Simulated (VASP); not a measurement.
Data:

```yaml
crystal:
  lattice:
    - [3.93554, 0.00000, 0.00000]
    - [0.00000, 3.93554, 0.00000]
    - [0.00000, 0.00000, 3.93554]
  atoms:
    - { symbol: Cs, position: [0.00000, 0.00000, 0.00000] }
    - { symbol: Br, position: [0.50000, 0.50000, 0.50000] }
```

All values below come from LDA (Ceperley-Alder, Perdew-Zunger), VASP's LDA PAW potentials (set 64) (plane waves; VASP 6.6.1). Numerical set-up: 500 eV cut-off, 7×7×7 Γ-centred mesh, Gaussian smearing of 0.050 eV, potentials Cs_sv Br.

Unless said otherwise, spin-orbit coupling is left out, though it shifts the bands of the heavy elements here.

**Question.** Estimate the energy per atom (σ→0), pressure, band gap (on the k-mesh) with the smallest direct gap where there is one.

**Answer.** 
```yaml
band gap (on the k-mesh): 4.11 eV
smallest direct gap (on the k-mesh): 4.11 eV
energy per atom (σ→0): -3.327 eV/atom
pressure: 4.99 GPa
```

Total energies compare only between runs with the same potentials, cut-off and functional.

The compound is CsBr in the CsCl type structure. It was relaxed first under an external pressure of 5 GPa.
